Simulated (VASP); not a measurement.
# TaCo: energy at fixed spin moment

TaCo, Pm-3m (no. 221), 2 atoms in the cell. PBEsol, fixed spin moment; PAW potentials Ta_pv, Co (PBE set).

Volume against the source cell: 1.

## Input

INCAR.step1:
```
ALGO = Normal
EDIFF = 1E-7
ENCUT = 450
GGA = PS
ISIF = 2
ISMEAR = 1
ISPIN = 2
LASPH = True
LCHARG = False
LMAXMIX = 4
LORBIT = 11
LREAL = False
LWAVE = False
MAGMOM = 0 0
NELM = 200
NUPDOWN = 0.0
PREC = Accurate
SIGMA = 0.1
```

INCAR.step2, as INCAR.step1 but for:
```
- MAGMOM = 0 0
- NUPDOWN = 0.0
+ MAGMOM = 0.2275 0.2275
+ NUPDOWN = 0.46
```

INCAR.step3 to INCAR.step9 change the same tags again: MAGMOM = 0.455 0.455, 0.6825 0.6825, 0.91 0.91, 1.1375 1.1375, 1.365 1.365, 1.5925 1.5925, 1.82 1.82; NUPDOWN = 0.91, 1.36, 1.82, 2.28, 2.73, 3.18, 3.64.

INCAR.step10, as INCAR.step9 but for:
```
- NUPDOWN = 3.64
```

KPOINTS:
```
k-points
0
Gamma
  13 13 13
```

POSCAR:
```
TaCo
1.0
    3.0683990000      0.0000000000      0.0000000000
    0.0000000000      3.0683990000      0.0000000000
    0.0000000000      0.0000000000      3.0683990000
Ta Co
1 1
Direct
    0.0000000000      0.0000000000      0.0000000000
    0.5000000000      0.5000000000      0.5000000000
```

Commands (each step's output is kept before the next begins):
```
cat potpaw_PBE.64/Ta_pv/POTCAR potpaw_PBE.64/Co/POTCAR > POTCAR
cp INCAR.step1 INCAR
mpirun -np 4 vasp_std > vasp.out
rm WAVECAR CHG
cp INCAR.step2 INCAR
mpirun -np 4 vasp_std > vasp.out
rm WAVECAR CHG
cp INCAR.step3 INCAR
mpirun -np 4 vasp_std > vasp.out
rm WAVECAR CHG
cp INCAR.step4 INCAR
mpirun -np 4 vasp_std > vasp.out
rm WAVECAR CHG
cp INCAR.step5 INCAR
mpirun -np 4 vasp_std > vasp.out
rm WAVECAR CHG
cp INCAR.step6 INCAR
mpirun -np 4 vasp_std > vasp.out
rm WAVECAR CHG
cp INCAR.step7 INCAR
mpirun -np 4 vasp_std > vasp.out
rm WAVECAR CHG
cp INCAR.step8 INCAR
mpirun -np 4 vasp_std > vasp.out
rm WAVECAR CHG
cp INCAR.step9 INCAR
mpirun -np 4 vasp_std > vasp.out
rm WAVECAR CHG
cp INCAR.step10 INCAR
mpirun -np 4 vasp_std > vasp.out
```

## Result

- Moment at the minimum, by a parabola in the squared moment through the lowest point and its neighbours (muB per cell): 1.64
- Energy there by the same parabola, against the smallest moment (meV/atom): -22.8
- Moment left free (muB per cell): 1.72
- Energy at the first moment above zero (meV/atom): -1.1

Energy at fixed total moment:

| Moment (muB per cell) | Energy (meV/atom) | Pressure (GPa) |
|---|---|---|
| 0.00 | 0.0 | -10.7 |
| 0.46 | -1.1 | -10.3 |
| 0.91 | -4.6 | -9.3 |
| 1.36 | -12.2 | -7.9 |
| 1.82 | -16.9 | -5.7 |
| 2.28 | 71.3 | -4.0 |
| 2.73 | 250.2 | -1.4 |
| 3.18 | 467.6 | 1.8 |
| 3.64 | 741.6 | 5.7 |

VASP 6.6.1 took 222 s on 4 cores (Intel Xeon Platinum 8259CL @ 2.50GHz (Skylake/Cascade Lake)), a shared host.
